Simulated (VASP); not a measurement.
Input for VASP

KPOINTS:
```
Automatic mesh
0
Gamma
2 2 2
0 0 0
```

**INCAR**
```
SYSTEM = BiSb
PREC = Accurate
ENCUT = 400
EDIFF = 1E-6
NELM = 100
ALGO = Normal
LREAL = .FALSE.
LASPH = .TRUE.
ISMEAR = 0
SIGMA = 0.001
GGA = PE
LMAXMIX = 4
LWAVE = .FALSE.
LCHARG = .FALSE.
ISIF = 2
```

**POSCAR**
```
BiSb
1
    4.2431760000     0.0000000000     0.0000000000
   -2.1215880000     3.6746980000     0.0000000000
    0.0000000000     0.0000000000     4.1411290000
Sb Bi
1 1
Direct
  0.0000000000   0.0000000000   0.0000000000
  0.6666670000   0.3333330000   0.5000000000
```

POTCAR, in this order: Sb Bi_d (PBE.64 set). Program: vasp_std.

Q: What happens when VASP runs on this input?

A: There is a fault: a metal was run with a tiny SIGMA on a coarse mesh. The run ends without an error. Against the sound run, the energy per atom (σ→0) increases by 0.783 eV/atom; the pressure rises by 3.58 GPa.

### standard output
```
 POSCAR found type information on POSCAR SbBi
 POSCAR found :  2 types and       2 ions
 Reading from existing POTCAR
 Reading from existing POTCAR
 LDA part: xc-table for (Slater+PW92), standard interpolation
 POSCAR, INCAR and KPOINTS ok, starting setup
 WAVECAR not read
 entering main loop
       N       E                     dE             d eps       ncg     rms          rms(c)
DAV:   1     0.134925838301E+03    0.13493E+03   -0.84882E+03   112   0.115E+03
DAV:   2     0.168764706014E+01   -0.13324E+03   -0.13099E+03   130   0.315E+02
DAV:   3    -0.601729548561E+01   -0.77049E+01   -0.76932E+01   142   0.868E+01
DAV:   4    -0.619630534873E+01   -0.17901E+00   -0.17901E+00   148   0.156E+01
DAV:   5    -0.619824332914E+01   -0.19380E-02   -0.19380E-02   142   0.124E+00    0.187E+00
DAV:   6    -0.619403511316E+01    0.42082E-02   -0.53083E-02   156   0.190E+00    0.112E+00
DAV:   7    -0.620194652296E+01   -0.79114E-02   -0.13764E-02   130   0.943E-01    0.370E-01
DAV:   8    -0.620406374553E+01   -0.21172E-02   -0.28488E-03   136   0.370E-01    0.385E-02
DAV:   9    -0.620413039676E+01   -0.66651E-04   -0.13849E-04   136   0.808E-02    0.150E-02
DAV:  10    -0.620415183741E+01   -0.21441E-04   -0.40181E-05   136   0.477E-02    0.317E-03
DAV:  11    -0.620415294610E+01   -0.11087E-05   -0.16323E-06   118   0.837E-03    0.184E-03
DAV:  12    -0.620415280775E+01    0.13835E-06   -0.45054E-07   116   0.470E-03
   1 F= -.62041528E+01 E0= -.62041528E+01  d E =0.000000E+00
```

**OUTCAR**
```
------------------------ aborting loop because EDIFF is reached ----------------------------------------
  FORCE on cell =-STRESS in cart. coord.  units (eV):
  Direction    XX          YY          ZZ          XY          YZ          ZX
  --------------------------------------------------------------------------------------
  Total        1.6518775      1.6518773      1.9662063      0.0000000     -0.0000000      0.0000000
  in kB       40.9880227     40.9880180     48.7874604      0.0000000     -0.0000000      0.0000000
  external PRESSURE =      43.5878337 kB  Pullay stress =       0.0000000 kB
  volume of cell :       64.57
      direct lattice vectors                 reciprocal lattice vectors
     4.243176000  0.000000000  0.000000000     0.235672525  0.136065603  0.000000000
    -2.121588000  3.674698000  0.000000000     0.000000000  0.272131206  0.000000000
     0.000000000  0.000000000  4.141129000     0.000000000  0.000000000  0.241480041
 POSITION                                       TOTAL-FORCE (eV/Angst)
 -----------------------------------------------------------------------------------
      0.00000      0.00000      0.00000        -0.000000      0.000000      0.000000
      2.12159      1.22490      2.07056         0.000000     -0.000000      0.000000
 -----------------------------------------------------------------------------------
    total drift:                               -0.002171      0.001252      0.000000
  FREE ENERGIE OF THE ION-ELECTRON SYSTEM (eV)
  ---------------------------------------------------
  free  energy   TOTEN  =        -6.2041528078 eV

  energy  without entropy=       -6.2041528078  energy(sigma->0) =       -6.20415281
```
(Selected blocks of OUTCAR.)

To mend it, set ISMEAR = 1, set SIGMA = 0.1, correct KPOINTS.
**KPOINTS**
```
Automatic mesh
0
Gamma
8 8 7
0 0 0
```
The mended run (PBE GGA, plane waves, VASP's PBE PAW potentials (set 64)) converges, and its OSZICAR ends with
```
   1 F= -.77696727E+01 E0= -.77694810E+01  d E =-.575116E-03
```

The structure was generated: BiSb was put into the WC type (P-6m2), which need not be its known phase. The cell was not relaxed at this level.
